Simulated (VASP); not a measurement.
Set up this calculation in VASP 6.6.1, as the native input.

* Task: relaxation of cell and atoms
* Functional: PBE
* Potentials or basis: VASP PAW PBE potentials, release 64 (Ga_d, P, N)
* Cutoff: 520 eV
* k mesh: 5 × 5 × 3
* Occupations: gaussian, width 0.15 eV
* Spin: no spin polarisation
* Further INCAR settings: PREC = Normal; ALGO = Fast; EDIFF = 0.0001; IBRION = 2; EDIFFG = -0.08; NSW = 24; ISIF = 3

The structure of Ga2PN lies in POSCAR:

```
Ga2PN
1.0
    3.6239579600      0.0000000000      0.0000000000
   -1.8119789800      3.1384396500      0.0000000000
    0.0000000000      0.0000000000      5.1965031800
Ga P N
2 1 1
Direct
    0.6666666700      0.3333333300      0.2324120000
    0.3333333300      0.6666666700      0.7675880000
    0.0000000000      0.0000000000      0.0000000000
    0.0000000000      0.0000000000      0.5000000000
```

The cell was built by a generator and needn't be a form met in nature.

These files were run (other wordings do the same):

INCAR

```
SYSTEM = Ga2PN
PREC = Normal
ENCUT = 520
EDIFF = 1E-4
ISMEAR = 0
SIGMA = 0.15
LREAL = .False.
LASPH = .True.
NELM = 60
ALGO = Fast
ISIF = 3
LWAVE = .False.
LCHARG = .False.
GGA = PE
IBRION = 2
NSW = 24
EDIFFG = -0.08
KPAR = 2
```

KPOINTS

```
regular mesh
0
Gamma
  5 5 3
  0 0 0
```

Potentials or basis: VASP PAW PBE potentials, release 64 (Ga_d, P, N).

Launch:

```sh
$ cat potpaw_PBE.64/Ga_d/POTCAR potpaw_PBE.64/P/POTCAR potpaw_PBE.64/N/POTCAR > POTCAR
$ mpirun -np 2 vasp_std > vasp.out
```

It gave:

| Quantity | Value |
| --- | --- |
| Relaxed volume | 13.40 Å³/atom |
| Relaxed cell | a = 3.099 Å, b = 3.099 Å, c = 6.444 Å, α = 90.00°, β = 90.00°, γ = 120.00° |
| Space group after relaxing (to 0.05 Å) | P-3m1 (No. 164) |
| Energy gained by relaxing | 421.7 meV/atom |
| Ionic steps | 19 |
| Pressure after relaxing | -0.7 GPa |
| Largest force after relaxing | 0.025 eV/Å |
| Band gap on the k mesh | none (metal or under the smearing width) |

Caveat: the k mesh is coarse (spacing up to 0.40 Å⁻¹), so the values aren't converged; the relaxation stopped at a loose force limit of 0.08 eV/Å, so its end isn't a converged minimum.

Run time: 47 s on 2 MPI ranks on Intel(R) Xeon(R) Platinum 8375C CPU @ 2.90GHz (Ice Lake) (shared host), peak memory 0.14 GiB a rank.
